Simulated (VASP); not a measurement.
The system is Sn3TeS2.

```
CELL_PARAMETERS angstrom
2.10000 -17.70000 0.00000
2.10000 17.70000 0.00000
0.00000 0.00000 4.25000
ATOMIC_POSITIONS crystal
Sn 0.53600 0.46400 0.75000
Sn 0.13100 0.86900 0.25000
Sn 0.46400 0.53600 0.25000
Sn 0.86900 0.13100 0.75000
Sn 0.20300 0.79700 0.75000
Sn 0.79700 0.20300 0.25000
Te 0.04400 0.95600 0.25000
Te 0.95600 0.04400 0.75000
S 0.62200 0.37800 0.75000
S 0.37800 0.62200 0.25000
S 0.71100 0.28900 0.25000
S 0.28900 0.71100 0.75000
```

The cell was built by a generator and needn't be a form met in nature.

- Program: VASP 6.6.1
- Task: relaxation of cell and atoms
- Functional: PBE
- Potentials or basis: VASP PAW PBE potentials, release 64 (Sn_d, Te, S)
- Cutoff: 520 eV
- k mesh: 4 × 4 × 3
- Occupations: gaussian, width 0.15 eV
- Spin: no spin polarisation

At the start: pressure -0.5 GPa; volume 26.33 Å³/atom.

Task: How do energy, volume and symmetry change on relaxing?

Result: Over 24 steps the energy falls by 119.7 meV/atom and the volume is 28.29 Å³/atom (+7.5 %); space group Cmcm (No. 63, to 0.05 Å).

Step by step:
```
step  energy change (eV)  largest force (eV/Å)  pressure (GPa)  volume (Å³)
   1              0.0000                1.1811           -0.46       315.94
   2             -0.4227                1.0570            0.30       312.46
   3             -0.7799                0.6216            2.25       306.19
   4             -1.0091                0.4626            0.95       315.99
   5             -1.0803                0.3567            0.41       324.38
   6             -1.2069                0.4034           -0.25       328.34
   7             -1.2272                0.4645           -0.67       330.62
   8             -1.2856                0.3671            0.12       326.94
   9             -1.2964                0.2849            0.50       324.96
  10             -1.2966                0.2617            0.64       324.33
  11             -1.3312                0.1586            0.21       328.23
  12             -1.3384                0.1714            0.28       329.63
  13             -1.3456                0.2222           -0.06       332.43
  14             -1.3670                0.1595           -0.01       333.88
  15             -1.4081                0.1918           -0.32       338.22
  16             -1.4120                0.2228           -0.42       339.73
  17             -1.4243                0.1762           -0.10       338.90
  18             -1.4276                0.1300           -0.17       338.53
  19             -1.4311                0.1482            0.04       337.80
  20             -1.4232                0.2536            0.69       336.32
  21             -1.4312                0.1374            0.22       337.58
  22             -1.4350                0.1033            0.10       338.57
  23             -1.4357                0.0959            0.13       338.88
  24             -1.4368                0.0649            0.02       339.51
```

Final structure:
```xyz
12
Lattice="2.1227 -18.4189 0.0000 2.1227 18.4189 0.0000 0.0000 0.0000 4.3418" Properties=species:S:1:pos:R:3 pbc="T T T"
Sn    2.1227   -1.9213    3.2563
Sn    2.1227   13.7852    1.0854
Sn    2.1227    1.9213    1.0854
Sn    2.1227  -13.7852    3.2563
Sn    2.1227   10.5825    3.2563
Sn    2.1227  -10.5825    1.0854
Te    2.1227   16.7601    1.0854
Te    2.1227  -16.7601    3.2563
S     2.1227   -4.5177    3.2563
S     2.1227    4.5177    1.0854
S     2.1227   -8.0060    1.0854
S     2.1227    8.0060    3.2563
```

Caveat: the k mesh is coarse (spacing up to 0.49 Å⁻¹), so the values aren't converged.
